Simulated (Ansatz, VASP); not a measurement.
**NaI: VASP beside Ansatz**

Wanted: the spread between two codes on one cell, functional and k mesh. The cell is taken from a series of runs on this material, whose earlier steps may have relaxed, scaled, displaced or heated it; both programs get it as it stands.

Calculated with Ansatz 0.2.0; plane waves, with VASP 6.6.1 beside it; zone-centre phonons at PBE.

### 1. Set-up

It takes space group Fm-3m (No. 225, cubic). Conventional cell: a = 6.528 Å, b = 6.528 Å, c = 6.528 Å, α = 90.00°, β = 90.00°, γ = 90.00°. Nearest to Na lie 6 I at 3.26 Å. I has 6 Na at 3.26 Å nearest. Farther neighbours and most contacts between anions are not listed.

Coordinates:

```cif
data_structure
_symmetry_space_group_name_H-M 'Fm-3m'
_symmetry_Int_Tables_number 225
_cell_length_a 6.5282
_cell_length_b 6.5282
_cell_length_c 6.5282
_cell_angle_alpha 90.000
_cell_angle_beta 90.000
_cell_angle_gamma 90.000
_cell_volume 278.21
loop_
_atom_site_label
_atom_site_type_symbol
_atom_site_symmetry_multiplicity
_atom_site_Wyckoff_symbol
_atom_site_fract_x
_atom_site_fract_y
_atom_site_fract_z
_atom_site_occupancy
Na1 Na 4 a 0.00000 0.00000 0.00000 1
I1 I 4 b 0.50000 0.00000 0.00000 1
```

### 2. Ansatz: zone-centre phonons, PBE, pair 1

Ansatz runs on its default PAW (the set named soft_2) files.

Second derivatives magnify differences that forces hide, and they need a tight electronic threshold.

input.yaml reads:

```yaml
crystal:
  lattice:
    - [0.0, 3.2640968181, 3.2640968181]
    - [3.2640968181, 0.0, 3.2640968181]
    - [3.2640968181, 3.2640968181, 0.0]
  atoms:
    - { symbol: Na, position: [0.0, 0.0, 0.0] }
    - { symbol: I, position: [0.5, 0.5, 0.5] }
kpoints:
  mp_grid: { grid: [8, 8, 8] }
hamiltonian:
  xc: pbe
scf:
  occupations: { method: fixed }
output:
  eigenvalues: true
phonons:
  method: dfpt
  dielectric: true
  rigid_motions: translations
```

Started as:

```bash
$ ansatz run input.yaml --threads 4 --pin off --max-ram 7168MiB --backend cpu --events-out ev --progress --plain --runs-dir out
```

Numbers of over 12 decimals in the logs are rounded to 6 here.

The log of the run:

```text
Engine: ansatz 0.2.0, aarch64-unknown-linux-gnu
Pseudopotentials: kind: paw
Pseudopotential: Na, paw, valence charge 9, recommended cutoff 420 eV (normal), Na.paw.azcp
Pseudopotential: I, paw, valence charge 17, recommended cutoff 420 eV (normal), I.paw.azcp
Functional definition: PBE
  parameter kappa = 0.804
  parameter beta = 0.066725
  exchange = pbe_x(kappa = kappa, mu = beta*pi^2/3)
  correlation = pbe_c(beta = beta)
Crystal: 2 atoms, lattice volume = 69.554 Å³
Basis set: ecut = 420 eV, 1363 PW (Γ), exchange–correlation on 64×64×64 points (8 copies of the dense FFT grid, shifted against one another)
Bands: 17, of which v1, the nominal top of the filled ones, is band 13 counted from 1 (12 counted from 0)
Symmetry: 48 space group operations
k-points: 59 of 512 (irreducible under 8 space group operations, time reversal used)
Non-local potential: Na, projectors of the file, l = 0: 3, l = 1: 2, l = 2: 1
Non-local potential: I, projectors of the file, l = 0: 2, l = 1: 2, l = 2: 2, l = 3: 2
PAW form: soft (Blöchl's): semilocal exchange-correlation on the pseudo side does not see the compensation charge
PAW one-centre angular grid: Na, 110 points (default); XC on 64 Gauss nodes
PAW one-centre angular grid: I, 590 points (default); XC on 64 Gauss nodes
Initial density: superposition of atomic densities (neutral atoms: chi_scale 0, normalization atom), corrected by the library's trained network
Initial wavefunctions: pseudopotential atomic-orbital guess
Functional: x = pbe(κ = 0.804, μ = 0.219515), c = pbe(β = 0.066725)
SCF iter   1: F=—  HF=-9001.885147 eV  |F-HF|=—  |Δ(HF+E_count)|=         —  Δρ=5.02e-4  dr2=3.75e-4  ethr=1.77e-3  ⟨swp⟩=5.1  Hψ=4425  notcnv=0  defer=110
preconditioner: auto → none  [insulator: Δε(μ)=3.575 eV  Ē_g=10.501 eV  n_scr=14 (ndim 8)  ℏωp=12.6 eV  f_vac=0.081  ε∞_Penn≈2.4]
SCF iter   2: F=—  HF=-9001.885296 eV  |F-HF|=—  |Δ(HF+E_count)|=   1.49e-4  Δρ=7.56e-4  dr2=9.55e-4  ethr=1.44e-6  ⟨swp⟩=3.3  Hψ=2718  notcnv=0  defer=115
SCF iter   3: F=—  HF=-9001.885071 eV  |F-HF|=—  |Δ(HF+E_count)|=   2.25e-4  Δρ=4.60e-4  dr2=3.52e-4  ethr=1.44e-6  ⟨swp⟩=2.0  Hψ=1342  notcnv=0  defer=114
SCF iter   4: F=—  HF=-9001.884990 eV  |F-HF|=—  |Δ(HF+E_count)|=   8.12e-5  Δρ=2.61e-4  dr2=1.12e-4  ethr=1.35e-6  ⟨swp⟩=1.0  Hψ=1003  notcnv=0  defer=109
SCF iter   5: F=—  HF=-9001.884979 eV  |F-HF|=—  |Δ(HF+E_count)|=   1.07e-5  Δρ=8.96e-5  dr2=1.15e-5  ethr=4.32e-7  ⟨swp⟩=2.0  Hψ=1832  notcnv=0  defer=112
SCF iter   6: F=—  HF=-9001.884999 eV  |F-HF|=—  |Δ(HF+E_count)|=   2.01e-5  Δρ=1.72e-4  dr2=4.94e-5  ethr=4.44e-8  ⟨swp⟩=3.0  Hψ=1720  notcnv=0  defer=98  recentre
SCF iter   7: F=—  HF=-9001.884987 eV  |F-HF|=—  |Δ(HF+E_count)|=   1.16e-5  Δρ=1.04e-4  dr2=1.84e-5  ethr=4.44e-8  ⟨swp⟩=2.0  Hψ=1239  notcnv=0  defer=63
SCF iter   8: F=—  HF=-9001.884983 eV  |F-HF|=—  |Δ(HF+E_count)|=   4.21e-6  Δρ=3.65e-5  dr2=2.21e-6  ethr=4.44e-8  ⟨swp⟩=2.0  Hψ=1239  notcnv=0  defer=59
SCF iter   9: F=—  HF=-9001.884980 eV  |F-HF|=—  |Δ(HF+E_count)|=   3.08e-6  Δρ=1.80e-5  dr2=5.41e-7  ethr=8.49e-9  ⟨swp⟩=2.0  Hψ=1193  notcnv=0  defer=53
SCF iter  10: F=-9001.884980 eV  HF=-9001.884980 eV  |F-HF|=1.27e-11  |Δ(HF+E_count)|=   1.94e-7  Δρ=2.88e-7  dr2=6.39e-11  ethr=1.00e-12  ⟨swp⟩=9.0  Hψ=7483  notcnv=0
SCF 1 converged in 10 iterations: F = -9001.884980 eV  dr2 = 6.39e-11
  greatest PAW one-centre occupation: 0.999 electrons in one spin orbital (limit 2), on the Na atom at site 0 (counted from 0), in its partial waves of l = 0
DFPT response loops at Γ: preconditioner auto → none (the input reference at scf.mixing.eps_inf says where Resta's filter doesn't serve); β = 0.50; Broyden in place of MSR1
── the response to a field inside a basis, on 8×8×8 k-points: an SCF that follows is theirs, and a resumed run solves both again ──
Bands: 14, of which v1, the nominal top of the filled ones, is band 13 counted from 1 (12 counted from 0)
k-points: 60 of 512 (irreducible under 12 space group operations)
Initial density: handed on by an earlier stage of this run
Initial wavefunctions: pseudopotential atomic-orbital guess (no wavefunctions were taken with the density)
Eigensolver: Dense (60 Hₖ)
SCF iter   1: F=—  HF=-9001.883045 eV  |F-HF|=—  |Δ(HF+E_count)|=         —  Δρ=8.79e-5  dr2=8.44e-7  ethr=1.00e-1
preconditioner: auto → none  [insulator: Δε(μ)=3.733 eV  Ē_g=8.784 eV  n_scr=14 (ndim 8)  ℏωp=12.6 eV  f_vac=0.076  ε∞_Penn≈3.1]
SCF iter   2: F=—  HF=-9001.883047 eV  |F-HF|=—  |Δ(HF+E_count)|=   2.10e-6  Δρ=4.15e-5  dr2=1.91e-7  ethr=3.25e-9
SCF iter   3: F=-9001.883048 eV  HF=-9001.883048 eV  |F-HF|=2.55e-8  |Δ(HF+E_count)|=   8.30e-7  Δρ=7.63e-6  dr2=1.18e-8  ethr=7.34e-10
SCF 1 converged in 3 iterations: F = -9001.883048 eV  dr2 = 1.18e-8
DFPT response loops at Γ: mixed as the last ones told, above
SCF converged after 10 iterations
Free energy (F): -9001.884980 eV
Harris-Foulkes:  -9001.884980 eV  (|F-HF|=1.27e-11)
Internal energy: -9001.884980 eV  (E = F + TS)
E sigma→0 (E₀):  -9001.884980 eV
Fermi energy:    2.802693 eV
--- Per-component energies (eV) ---
  E_band       = -620.055521
  E_kinetic    = 309.590288
  E_local      = -3382.735355  (includes V_loc(G=0)·N_el)
  E_nonlocal   = 24.918499
  E_hartree    = 1532.561911
  E_xc         = -167.192815
  E_vxc        = -178.889960  (∫ρ·V_xc dr)
  E_paw        = -5080.335865  (= ΣΔE_a)
  E_vpaw       = -458.062371  (= ΣTr[D̂ρ^β])
  E_aug_tail   = -0.000045  (compensation charges beyond the density's cutoff)
  E_ewald      = -2238.691598
  E_smearing   = -0.000000  (= −TS)
  E_closure    = 0.000000  (closes the sum)
  Σ components = -9001.884980   (vs F -9001.884980, Δ=0.00e0)
--- Band table (eV; the first three rows and the last of 59) ---
  k-point 0: bands = [... 9 lower, -8.1502, 2.8027, 2.8027, 2.8027, 6.3803, 10.7615, 10.7615, 10.7615]
  k-point 1: bands = [... 9 lower, -8.1105, 2.3624, 2.7609, 2.7609, 6.8873, 10.3876, 10.9061, 10.9061]
  k-point 2: bands = [... 9 lower, -8.0111, 1.5665, 2.6643, 2.6643, 7.6680, 10.2657, 10.7725, 10.7725]
  k-point 58: bands = [... 9 lower, -7.7820, 1.4616, 1.4616, 1.9155, 8.5732, 10.2672, 10.2672, 10.6621]
--- Phonons (Γ-DFPT): 2 representative perturbations + reference, on 59 of 512 k-points (Σ response iterations 6) ---
  k mesh reduced under 8 symmetry operations, with k and −k counted as one. Each operation leaves every solved perturbation unchanged. A smaller set is not considered because the run solves the response to a homogeneous field
  ASR residual: 3.371e-4 → 0.000e0 eV/Å²; symmetrization residual: 5.260e-7 eV/Å²
  ASR residual per site (eV/Å²): 3.37e-4 1.84e-4
  Γ frequencies (cm⁻¹): 0.00 0.00 0.00 103.31 103.31 103.31
  ε∞ (high-frequency dielectric tensor):
        3.331043    -0.000000     0.000000
       -0.000000     3.331043     0.000000
        0.000000     0.000000     3.331043
  ε⁰ (static dielectric tensor: ions relaxed, cell fixed):
        8.314028     0.000000     0.000000
        0.000000     8.314028     0.000000
        0.000000     0.000000     8.314028
  ε⁰ − ε∞ (ionic part):
        4.982986     0.000000     0.000000
        0.000000     4.982986     0.000000
        0.000000     0.000000     4.982986
  softest optical mode at Γ: 103.31 cm⁻¹; the repairs (sum rule, projections) moved no ω² at Γ by more than (2.01 cm⁻¹)²
  Born effective charges Z* (e; rows j = field, columns β = displacement):
    site 0:
         1.20967    0.00000    0.00000
         0.00000    1.20967    0.00000
         0.00000   -0.00000    1.20967
    site 1:
        -1.20967   -0.00000   -0.00000
        -0.00000   -1.20967   -0.00000
        -0.00000    0.00000   -1.20967
  Z* charge neutrality: 3.243e-5 e pre-enforcement
  solved inside a basis spanned on kpoints, on 8×8×8 k-points, its susceptibility summed on 12×12×12: ε∞ is read to err by 7.2e-3, Z* by 1.7e-2 e (field_mesh: kpoints solves on kpoints); Z* is corrected for what the basis lacks
  optical modes at Γ without the LO–TO term, one row a degenerate level:
      ω (cm⁻¹)  modes    IR ((D/Å)²/amu)
        103.31      3             5.2035
  optical modes at Γ + LO–TO along q̂ = [1.0000, 0.0000, 0.0000]:
      ω (cm⁻¹)  modes    IR ((D/Å)²/amu)
        103.31      2             3.4690
        163.22      1             1.7345
  optical modes at Γ + LO–TO along q̂ = [0.0000, 1.0000, 0.0000]:
      ω (cm⁻¹)  modes    IR ((D/Å)²/amu)
        103.31      2             3.4690
        163.22      1             1.7345
  optical modes at Γ + LO–TO along q̂ = [0.0000, 0.0000, 1.0000]:
      ω (cm⁻¹)  modes    IR ((D/Å)²/amu)
        103.31      2             3.4690
        163.22      1             1.7345
```

[end of part 1 of 3]

[Lines on the potential files, build, host, timing and source positions are cut from VASP's logs without a mark.]

[Logs are printed without paths, hosts, clocks, repeated set-up lines and the standing remarks that a program may print on its own settings, such as how far it seeks lower states.]

[Hosts, paths, dates, database ids (printed as entryN), source tags and the programs' standing remarks are cut or masked in the printed files.]
